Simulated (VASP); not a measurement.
VASP input:

INCAR:
```
# general
SYSTEM  = GeSe2
PREC    = Accurate
ENCUT   = 400
LREAL   = .False.
LASPH   = .True.

# electronic loop
EDIFF   = 1E-7
NELM    = 100
ALGO    = Normal
LMAXMIX = 4

# smearing
ISMEAR  = -5

# functional
GGA     = PS

# ions
ISIF    = 2

# output
LWAVE   = .False.
LCHARG  = .True.
LORBIT  = 11
NEDOS   = 601

# other
LEFG    = .True.
```

KPOINTS:
```
Automatic mesh
0
Gamma
11 11 3
0 0 0
```

### POSCAR
```
GeSe2
1
    3.6569985640     0.0000001020     0.0000000000
   -1.8284986161     3.1670534453     0.0000000000
    0.0000000000     0.0000000000    10.9328199995
Ge Se
2 4
Direct
  0.3333330000   0.6666670000   0.2500000000
  0.6666670000   0.3333330000   0.7500000000
  0.3333330000   0.6666670000   0.5991473093
  0.6666670000   0.3333330000   0.0991473093
  0.6666670000   0.3333330000   0.4008526907
  0.3333330000   0.6666670000   0.9008526907
```

POTCAR, in this order: Ge_d Se (PBE.64 set). Program: vasp_std.

Question: Translate this PBEsol calculation to Quantum ESPRESSO's pw.x.

Answer: One equivalent input (not run):
```
&CONTROL
  calculation = 'scf'
  pseudo_dir = './pseudo'
  outdir = './out'
  tprnfor = .true.
  tstress = .true.
/
&SYSTEM
  ibrav = 0
  nat = 6
  ntyp = 2
  ecutwfc = 86
  occupations = 'tetrahedra'
  input_dft = 'pbesol'
/
&ELECTRONS
  conv_thr = 7.3e-09
  electron_maxstep = 100
/
ATOMIC_SPECIES
  Ge 72.630 Ge.upf
  Se 78.971 Se.upf
CELL_PARAMETERS angstrom
     3.6569986    0.0000001    0.0000000
    -1.8284986    3.1670534    0.0000000
     0.0000000    0.0000000   10.9328200
ATOMIC_POSITIONS crystal
  Ge   0.3333330  0.6666670  0.2500000
  Ge   0.6666670  0.3333330  0.7500000
  Se   0.3333330  0.6666670  0.5991473
  Se   0.6666670  0.3333330  0.0991473
  Se   0.6666670  0.3333330  0.4008527
  Se   0.3333330  0.6666670  0.9008527
K_POINTS automatic
  11 11 3 0 0 0
```
What does not carry over: the potentials are each code's own (VASP's PAW set, PseudoDojo norm-conserving files in pw.x), so ENCUT and ecutwfc are chosen apart and not converted; conv_thr bounds pw.x's estimated SCF error, while EDIFF bounds the energy change between steps; the field gradients of LEFG aren't asked of the other code.

The structure was generated: GeSe2 was put into the 2H-MoS2 type (P6_3/mmc), which need not be its known phase. It was relaxed first, which changed the volume by +18 %.
